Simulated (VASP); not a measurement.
Output of a VASP run:

### OSZICAR
```
       N       E                     dE             d eps       ncg     rms          rms(c)
DAV:   1     0.123057657137E+02    0.12306E+02   -0.44698E+03   912   0.978E+02
DAV:   2    -0.184972596265E+02   -0.30803E+02   -0.28599E+02  1200   0.139E+02
DAV:   3    -0.189806440343E+02   -0.48338E+00   -0.48338E+00  1040   0.228E+01
DAV:   4    -0.189820159481E+02   -0.13719E-02   -0.13719E-02  1328   0.132E+00
DAV:   5    -0.189820177895E+02   -0.18414E-05   -0.18414E-05  1048   0.341E-02    0.885E+00
DAV:   6    -0.164482204139E+02    0.25338E+01   -0.14438E+01   896   0.243E+01    0.306E+00
DAV:   7    -0.163976432502E+02    0.50577E-01   -0.80342E-02   984   0.309E+00    0.193E+00
DAV:   8    -0.163690275100E+02    0.28616E-01   -0.24673E-02  1128   0.182E+00    0.276E-01
DAV:   9    -0.163690095424E+02    0.17968E-04   -0.31291E-04  1232   0.165E-01    0.167E-01
DAV:  10    -0.163690362106E+02   -0.26668E-04   -0.20525E-05  1024   0.397E-02    0.451E-02
DAV:  11    -0.163690359399E+02    0.27064E-06   -0.31605E-06  1016   0.102E-02
   1 F= -.15116983E+02 E0= -.15116983E+02  d E =-.151170E+02
       N       E                     dE             d eps       ncg     rms          rms(c)
DAV:   1    -0.163573574654E+02    0.11679E-01   -0.12644E+00   896   0.115E+01    0.148E+00
DAV:   2    -0.163118424334E+02    0.45515E-01   -0.25519E-01   928   0.350E+00    0.361E-01
DAV:   3    -0.163108768544E+02    0.96558E-03   -0.30636E-03  1144   0.594E-01    0.129E-01
DAV:   4    -0.163104237445E+02    0.45311E-03   -0.17561E-04  1016   0.107E-01    0.556E-02
DAV:   5    -0.163103672274E+02    0.56517E-04   -0.42934E-05  1048   0.520E-02    0.281E-02
DAV:   6    -0.163103670631E+02    0.16433E-06   -0.29994E-07   632   0.603E-03
   2 F= -.15114088E+02 E0= -.15114088E+02  d E =0.289516E-02
       N       E                     dE             d eps       ncg     rms          rms(c)
DAV:   1    -0.163637209728E+02   -0.53354E-01   -0.36723E-01   896   0.607E+00    0.803E-01
DAV:   2    -0.163502811638E+02    0.13440E-01   -0.77906E-02   928   0.193E+00    0.187E-01
DAV:   3    -0.163500099541E+02    0.27121E-03   -0.79808E-04  1120   0.306E-01    0.687E-02
DAV:   4    -0.163498731126E+02    0.13684E-03   -0.55441E-05  1000   0.596E-02    0.269E-02
DAV:   5    -0.163498589141E+02    0.14198E-04   -0.11470E-05  1072   0.262E-02    0.148E-02
DAV:   6    -0.163498588677E+02    0.46412E-07   -0.74932E-08   472   0.303E-03
   3 F= -.15123556E+02 E0= -.15123556E+02  d E =-.657361E-02
```

OUTCAR:
```
------------------------ aborting loop because EDIFF is reached ----------------------------------------
  FORCE on cell =-STRESS in cart. coord.  units (eV):
  Direction    XX          YY          ZZ          XY          YZ          ZX
  --------------------------------------------------------------------------------------
  Total        1.2225956      1.2225956      1.2225956      0.0000000      0.0000000      0.0000000
  in kB       99.6977199     99.6977199     99.6977199      0.0000000      0.0000000      0.0000000
  external PRESSURE =      -0.3022801 kB  Pullay stress =     100.0000000 kB
  volume of cell :       19.65
      direct lattice vectors                 reciprocal lattice vectors
     0.000000000  2.141703741  2.141703741    -0.233458994  0.233458994  0.233458994
     2.141703741  0.000000000  2.141703741     0.233458994 -0.233458994  0.233458994
     2.141703741  2.141703741  0.000000000     0.233458994  0.233458994 -0.233458994
  FREE ENERGIE OF THE ION-ELECTRON SYSTEM (eV)
  ---------------------------------------------------
  free  energy   TOTEN  =       -16.3498588677 eV

  energy  without entropy=      -16.3498588677  energy(sigma->0) =      -16.34985887
  enthalpy is  TOTEN    =       -15.1235564092 eV   P V=        1.2263024585

 reached required accuracy - stopping structural energy minimisation
```
(Selected blocks of OUTCAR.)

POSCAR:
```
AlN
1
    0.0000000000     2.1565909699     2.1565909699
    2.1565909699     0.0000000000     2.1565909699
    2.1565909699     2.1565909699     0.0000000000
Al N
1 1
Direct
  0.0000000000   0.0000000000   0.0000000000
  0.2500000000   0.2500000000   0.2500000000
```

Question: Reconstruct the remaining input files.

Answer: Several could match; the one computed here: the input of the run itself, LDA (Ceperley-Alder, Perdew-Zunger), plane waves, VASP's LDA PAW potentials (set 64).

INCAR:
```
# general
SYSTEM  = AlN
PREC    = Accurate
ENCUT   = 620
LREAL   = .FALSE.
LASPH   = .TRUE.

# electronic loop
EDIFF   = 1E-6
NELM    = 100
ALGO    = Normal

# smearing
ISMEAR  = 0
SIGMA   = 0.05

# ions
IBRION  = 2
NSW     = 40
ISIF    = 3
EDIFFG  = -0.02
PSTRESS = 100

# output
LWAVE   = .FALSE.
LCHARG  = .FALSE.
```

File KPOINTS:
```
Automatic
0
Gamma
 11 11 11
0 0 0
```

POTCAR, in this order: Al N (LDA.64 set). Program: vasp_std.

Energy and stress use the plane-wave basis of the starting cell.

The compound is AlN in the zinc blende structure, a metastable form; wurtzite is the usual one. This run relaxes it under an external pressure of 10 GPa. Symmetry was kept, so distortions that lower it aren't found.
